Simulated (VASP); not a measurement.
# A VASP study of SnO (Romarchite) (rev-vdW-DF2): structure first, properties next, part 2 of 5

Aim: relax SnO (Romarchite), then compute properties on the relaxed cell. The start is a cell from a database of measured crystal structures.

VASP 6.6.1; rev-vdW-DF2; plane waves and PAW (Sn_d, O).

So far, gap on the k-mesh (eV): step 2 (relaxing cell and atoms (rev-vdW-DF2)) 0.655. The relaxed cell has a = 3.845, c = 4.862 Å (conventional setting).

## (3) Second relaxation

A relaxation keeps the plane waves of the cell it began with, so it is repeated from the new cell, on a basis made for it.

Input file INCAR:

```
SYSTEM = SnO
PREC = Accurate
ENCUT = 520
EDIFF = 1E-06
NELM = 100
ISMEAR = 0
SIGMA = 0.05
LREAL = .FALSE.
ALGO = Normal
GGA = MK
AGGAC = 0
LUSE_VDW = .TRUE.
PARAM1 = 0.1234
PARAM2 = 0.711357
ZAB_VDW = -1.8867
LASPH = .TRUE.
NBANDS = 26
LORBIT = 11
LWAVE = .FALSE.
LCHARG = .FALSE.
KPAR = 4
IBRION = 2
NSW = 60
ISIF = 3
EDIFFG = -0.01
```

Input file POSCAR:

```
SnO
1.0
    3.8453305450      0.0000000000      0.0000000000
    0.0000000000      3.8453305450      0.0000000000
    0.0000000000      0.0000000000      4.8623809990
Sn O
2 2
Direct
    0.5000000000      0.0000000000      0.2386411685
    0.0000000000      0.5000000000      0.7613588315
    0.0000000000      0.0000000000      0.0000000000
    0.5000000000      0.5000000000      0.0000000000
```

Input file KPOINTS:

```
Automatic mesh
0
Gamma
5 5 4
0 0 0
```

Potentials, in the order of the species: Sn_d and O (PBE family, release 64).

The run is started by

```bash
mpirun -np 4 vasp_std
```

Log:

```text
[banner, memory and clock lines left out]
running    4 mpi-ranks, on    1 nodes
 distrk:  each k-point on    1 cores,    4 groups
 distr:  one band on    1 cores,    1 groups

 POSCAR found type information on POSCAR SnO
 POSCAR found :  2 types and       4 ions
 [... a notice as in an earlier step ...]

 [... a notice as in an earlier step ...]

 LDA part: xc-table for (Slater+PW92), standard interpolation
 POSCAR, INCAR and KPOINTS ok, starting setup
 FFT: planning ... GRIDC
 FFT: planning ... GRID_SOFT
 FFT: planning ... GRID
 WAVECAR not read
 entering main loop
       N       E                     dE             d eps       ncg     rms          rms(c)
DAV:   1     0.419757898315E+03    0.41976E+03   -0.20309E+04   958   0.237E+03
DAV:   2     0.456906438488E+02   -0.37407E+03   -0.36286E+03   960   0.543E+02
DAV:   3    -0.154669527435E+02   -0.61158E+02   -0.59997E+02  1140   0.189E+02
DAV:   4    -0.182651894426E+02   -0.27982E+01   -0.27839E+01  1084   0.436E+01
DAV:   5    -0.183303640242E+02   -0.65175E-01   -0.65134E-01  1080   0.725E+00    0.117E+01
DAV:   6    -0.145956653479E+02    0.37347E+01   -0.19779E+01  1532   0.495E+01    0.498E+00
DAV:   7    -0.145662074498E+02    0.29458E-01   -0.23357E+00  1128   0.943E+00    0.249E+00
DAV:   8    -0.145495437242E+02    0.16664E-01   -0.38197E-01  1242   0.427E+00    0.843E-01
DAV:   9    -0.145372309876E+02    0.12313E-01   -0.73801E-02  1438   0.265E+00    0.245E-01
DAV:  10    -0.145386332514E+02   -0.14023E-02   -0.11202E-02  1392   0.950E-01    0.181E-01
DAV:  11    -0.145379810749E+02    0.65218E-03   -0.31105E-03  1418   0.520E-01    0.222E-02
DAV:  12    -0.145380256191E+02   -0.44544E-04   -0.41507E-04   984   0.117E-01    0.323E-02
DAV:  13    -0.145380219180E+02    0.37010E-05   -0.18074E-05  1450   0.425E-02    0.139E-02
DAV:  14    -0.145380210304E+02    0.88767E-06   -0.69550E-06  1170   0.186E-02
   1 F= -.14538021E+02 E0= -.14538021E+02  d E =-.145380E+02
 curvature:   0.00 expect dE= 0.000E+00 dE for cont linesearch  0.000E+00
 trial: gam= 0.00000 g(F)=  0.541E-06 g(S)=  0.399E-05 ort = 0.000E+00 (trialstep = 0.100E+01)
 search vector abs. value=  0.453E-05
 reached required accuracy - stopping structural energy minimisation
```

Elapsed: 28 s, on 4 MPI ranks of Intel Xeon 6975P-C (Granite Rapids), shared host; peak memory 1.5 GiB.

OUTCAR, selected parts (step 3):

```text
  LATTYP: Found a simple tetragonal cell.
 ALAT       =     3.8453305450
 C/A-ratio  =     1.2644897343

 Found     18 irreducible k-points:

   dimension x,y,z NGX =    30 NGY =   30 NGZ =   36
   dimension x,y,z NGXF=    60 NGYF=   60 NGZF=   72

   ENCUT  =  520.0 eV  38.22 Ry    6.18 a.u.   7.15  7.15  9.04*2*pi/ulx,y,z

   NELECT =      40.0000    total number of electrons

 E-fermi :   6.8170

 k-point     1 :       0.0000    0.0000    0.0000
  band No.  band energies     occupation
    ...
     16       0.6551      2.00000
     17       3.3681      2.00000
     18       3.6542      2.00000
     19       3.6542      2.00000
     20       6.5829      2.00000
     21       8.7029      0.00000
     22      11.0215      0.00000
     23      11.2610      0.00000
     24      11.2610      0.00000
     25      12.3068      0.00000
    ...

 k-point     2 :       0.2000    0.0000    0.0000
  band No.  band energies     occupation
    ...
     16       0.9063      2.00000
     17       2.8888      2.00000
     18       3.3213      2.00000
     19       3.3760      2.00000
     20       6.4077      2.00000
     21       9.6340      0.00000
     22       9.6828      0.00000
     23      11.4994      0.00000
     24      11.5699      0.00000
     25      11.7486      0.00000
    ...

Total vdW correction in eV:      6.7767767

  Total        0.0015879      0.0015879     -0.0180471      0.0000000      0.0000000      0.0000000
  in kB        0.0353843      0.0353843     -0.4021630      0.0000000      0.0000000      0.0000000
  external PRESSURE =      -0.1104648 kB  Pullay stress =       0.0000000 kB

  energy-cutoff  :      520.00
  volume of cell :       71.90
      direct lattice vectors                 reciprocal lattice vectors
     3.845330545  0.000000000  0.000000000     0.260055667  0.000000000  0.000000000
     0.000000000  3.845330545  0.000000000     0.000000000  0.260055667  0.000000000
     0.000000000  0.000000000  4.862380999     0.000000000  0.000000000  0.205660560

 POSITION                                       TOTAL-FORCE (eV/Angst)
 -----------------------------------------------------------------------------------
      1.92267      0.00000      1.16036        -0.000000      0.000000      0.002368
      0.00000      1.92267      3.70202         0.000000      0.000000     -0.002368
      0.00000      0.00000      0.00000         0.000000     -0.000000      0.000000
      1.92267      1.92267      0.00000         0.000000      0.000000      0.000000
 -----------------------------------------------------------------------------------
    total drift:                                0.000000      0.000000      0.000000

  FREE ENERGIE OF THE ION-ELECTRON SYSTEM (eV)
  ---------------------------------------------------
  free  energy   TOTEN  =       -14.5380210304 eV

  energy  without entropy=      -14.5380210304  energy(sigma->0) =      -14.53802103

Total vdW correction in eV:      6.7768333

 total charge
# of ion       s       p       d       tot
------------------------------------------
    1        1.257   0.774  10.067  12.098
    2        1.257   0.774  10.067  12.098
    3        1.571   3.422   0.000   4.992
    4        1.571   3.422   0.000   4.992
--------------------------------------------------
tot          5.654   8.391  20.135  34.180

[... 5 parts as in an earlier step ...]

[... 6 further parts left out ...]
```

Little changed from the start: no atom moved by 0.005 Å and no cell edge by 0.1 %.

This step gave:

| Property | Result |
| --- | --- |
| Fermi energy | 6.817 eV |
| pressure | -0.01105 GPa |
| SCF cycles over all ionic steps | 14 |
| gap on the k-mesh | 0.6553 eV |

It ends with a largest force of 0.002 eV/Å and a pressure of -0.01 GPa. The volume moved by under 0.01 %: the run met its threshold at the first step.

## (4) Density, ELF and potential (rev-vdW-DF2)

The relaxed cell gets a fresh self-consistent run, on a basis set for its own volume, to fix the density and to check the remaining stress.

INCAR, as its differences from that of step 3:

```diff
@@ -19,7 +19,5 @@
 LWAVE = .FALSE.
-LCHARG = .FALSE.
-KPAR = 4
-IBRION = 2
-NSW = 60
-ISIF = 3
-EDIFFG = -0.01
+LCHARG = .TRUE.
+ISIF = 2
+LELF = .TRUE.
+LVHAR = .TRUE.
```

POSCAR is that of step 3.

KPOINTS is that of step 3.

The run is started by

```bash
mpirun -np 4 vasp_std
```

Log:

```text
[banner, memory and clock lines left out]
running    4 mpi-ranks, on    1 nodes
 distrk:  each k-point on    4 cores,    1 groups
 distr:  one band on    1 cores,    4 groups

 POSCAR found type information on POSCAR SnO
 POSCAR found :  2 types and       4 ions
 [... a notice as in an earlier step ...]

 [... a notice as in an earlier step ...]

 LDA part: xc-table for (Slater+PW92), standard interpolation
|                                                                             |
|           W    W    AA    RRRRR   N    N  II  N    N   GGGG   !!!           |
|           W    W   A  A   R    R  NN   N  II  NN   N  G    G  !!!           |
|           W    W  A    A  R    R  N N  N  II  N N  N  G       !!!           |
|           W WW W  AAAAAA  RRRRR   N  N N  II  N  N N  G  GGG   !            |
|           WW  WW  A    A  R   R   N   NN  II  N   NN  G    G                |
|           W    W  A    A  R    R  N    N  II  N    N   GGGG   !!!           |
|                                                                             |
|     The number of bands has been changed from the values supplied in        |
|     The orbitals not found in the WAVECAR file will be initialized with     |
|     random numbers, which is usually adequate. For correlated               |
|     calculations, however, you should redo the groundstate calculation.     |
|     I found NBANDS = 26. Now, NBANDS = 28.                                  |
|                                                                             |

 POSCAR, INCAR and KPOINTS ok, starting setup
 FFT: planning ... GRIDC
 FFT: planning ... GRID_SOFT
 FFT: planning ... GRID
 WAVECAR not read
 entering main loop
       N       E                     dE             d eps       ncg     rms          rms(c)
DAV:   1     0.435352099422E+03    0.43535E+03   -0.20056E+04  1040   0.219E+03
DAV:   2     0.481168266145E+02   -0.38724E+03   -0.37254E+03  1048   0.549E+02
DAV:   3    -0.151612092289E+02   -0.63278E+02   -0.61714E+02  1148   0.182E+02
DAV:   4    -0.182598710754E+02   -0.30987E+01   -0.30844E+01  1160   0.433E+01
DAV:   5    -0.183294962919E+02   -0.69625E-01   -0.69620E-01  1108   0.718E+00    0.117E+01
DAV:   6    -0.146060707538E+02    0.37234E+01   -0.17781E+01  1624   0.460E+01    0.503E+00
DAV:   7    -0.145667691970E+02    0.39302E-01   -0.22258E+00  1204   0.881E+00    0.245E+00
DAV:   8    -0.145463326205E+02    0.20437E-01   -0.30793E-01  1196   0.361E+00    0.791E-01
DAV:   9    -0.145373071890E+02    0.90254E-02   -0.47518E-02  1580   0.209E+00    0.238E-01
DAV:  10    -0.145384601383E+02   -0.11529E-02   -0.75764E-03  1392   0.764E-01    0.154E-01
DAV:  11    -0.145379938097E+02    0.46633E-03   -0.21264E-03  1520   0.405E-01    0.161E-02
DAV:  12    -0.145380227256E+02   -0.28916E-04   -0.25701E-04  1024   0.920E-02    0.237E-02
DAV:  13    -0.145380216319E+02    0.10937E-05   -0.11027E-05  1280   0.273E-02    0.634E-03
DAV:  14    -0.145380210779E+02    0.55407E-06   -0.19282E-06   776   0.967E-03
   1 F= -.14538021E+02 E0= -.14538021E+02  d E =-.118462E-15
```

Elapsed: 11 s, on 4 MPI ranks; peak memory 0.91 GiB.

OUTCAR, selected parts (step 4):

```text
 Found     18 irreducible k-points:

   k-points           NKPTS =     18   k-points in BZ     NKDIM =     18   number of bands    NBANDS=     28

   NELECT =      40.0000    total number of electrons

 E-fermi :   6.8498

 k-point     1 :       0.0000    0.0000    0.0000
  band No.  band energies     occupation
    ...
     16       0.6551      2.00000
     17       3.3681      2.00000
     18       3.6542      2.00000
     19       3.6542      2.00000
     20       6.5829      2.00000
     21       8.7029      0.00000
     22      11.0215      0.00000
     23      11.2611      0.00000
     24      11.2611      0.00000
     25      12.3068      0.00000
    ...

 k-point     2 :       0.2000    0.0000    0.0000
  band No.  band energies     occupation
    ...
     16       0.9063      2.00000
     17       2.8888      2.00000
     18       3.3214      2.00000
     19       3.3760      2.00000
     20       6.4077      2.00000
     21       9.6340      0.00000
     22       9.6828      0.00000
     23      11.4994      0.00000
     24      11.5699      0.00000
     25      11.7486      0.00000
    ...

Total vdW correction in eV:      6.7767594

  Total       -0.0005786     -0.0005786     -0.0199760      0.0000000      0.0000000      0.0000000
  in kB       -0.0128937     -0.0128937     -0.4451465      0.0000000      0.0000000      0.0000000
  external PRESSURE =      -0.1569780 kB  Pullay stress =       0.0000000 kB

 POSITION                                       TOTAL-FORCE (eV/Angst)
 -----------------------------------------------------------------------------------
      1.92267      0.00000      1.16036        -0.000000      0.000000      0.002373
      0.00000      1.92267      3.70202         0.000000      0.000000     -0.002373
      0.00000      0.00000      0.00000         0.000000     -0.000000      0.000000
      1.92267      1.92267      0.00000         0.000000      0.000000      0.000000
 -----------------------------------------------------------------------------------
    total drift:                                0.000000      0.000000      0.000000

  FREE ENERGIE OF THE ION-ELECTRON SYSTEM (eV)
  ---------------------------------------------------
  free  energy   TOTEN  =       -14.5380210779 eV

  energy  without entropy=      -14.5380210779  energy(sigma->0) =      -14.53802108

Total vdW correction in eV:      6.7768156

[... 9 parts as in an earlier step ...]

[... 5 further parts left out ...]
```

Numbers from this step:

```yaml
scf_cycles: 14
bands: 28
fermi_energy: 6.850 eV
pressure: -0.01570 GPa
```

Valence electrons inside each PAW sphere by angular momentum. Sphere charges, by row:

```csv
atom,s (e),p (e),d (e),tot (e)
Sn1,1.257,0.774,10.07,12.1
Sn2,1.257,0.774,10.07,12.1
O3,1.571,3.422,0,4.992
O4,1.571,3.422,0,4.992
```

Valence density in the ac plane at fractional y = 0.000, with atoms of Sn and O within 0.2 Å of it. It is the smooth field of the valence electrons, not physical close to the nuclei.

Ten even steps from '0' (0 e/Å³) to '9' (12 e/Å³), each cell a mean:
```
53100000000014
21000000000001
00000000000000
00000000000000
00000000000000
00000000000000
00000000000000
00000000000000
00000000000000
00000000000000
00000123210000
00001367520000
00001489730000
00001368620000
11000134310001
43100000000013
64100000000025
```
Columns run along a (3.8 Å), rows up along c (4.9 Å). Atoms in or near the plane, at fractional coordinates: Sn at (0.50, 0.24), O at (0.00, 0.00).

ELF in the ac plane at fractional y = 0.000, with atoms of Sn and O within 0.2 Å of it. It is the smooth field of the valence electrons, not physical close to the nuclei.

Ten even steps from '0' (0.01) to '9' (0.83), each cell a mean:
```
78973100014898
99862000013799
87631000001468
44210000000134
11000000000001
00000112100000
00012467641000
00135889875200
00257777777410
01366666666520
01356544466420
01245322245321
32234115124322
76433201023247
99733311233489
89962333323799
58973122214897
```
Columns run along a (3.8 Å), rows up along c (4.9 Å). Atoms in or near the plane, at fractional coordinates: Sn at (0.50, 0.24), O at (0.00, 0.00).

Electrostatic potential energy in the ac plane at fractional y = 0.000, with atoms of Sn and O within 0.2 Å of it. With pseudopotentials it is smooth inside the atoms' cores, unlike the true potential.

Ten even steps from '0' (-91 eV) to '9' (3 eV), each cell a mean:
```
44899999999974
67999999999997
99999999999999
99999999999999
99999999999999
99999999999999
99999999999999
99999999999999
99999999999999
99999866789999
99997532368999
99985200036999
99985100026899
99985100036999
88997421257998
45898765689974
44799988899964
```
Columns run along a (3.8 Å; values clipped at the 3rd and 97th percentile), rows up along c (4.9 Å). Atoms in or near the plane, at fractional coordinates: Sn at (0.50, 0.24), O at (0.00, 0.00).

In this run the pressure is -0.02 GPa, small enough to go on.

[end of part 2 of 5]

[Lines on the potential files, build, host, timing and source positions are cut from VASP's logs without a mark.]

[Logs are printed without paths, hosts, clocks, repeated set-up lines and the standing remarks that a program may print on its own settings, such as how far it seeks lower states.]

[Hosts, paths, dates, database ids (printed as entryN), source tags and the programs' standing remarks are cut or masked in the printed files.]

[A measured line is paired with the nearest computed mode of its activity, which favours agreement.]
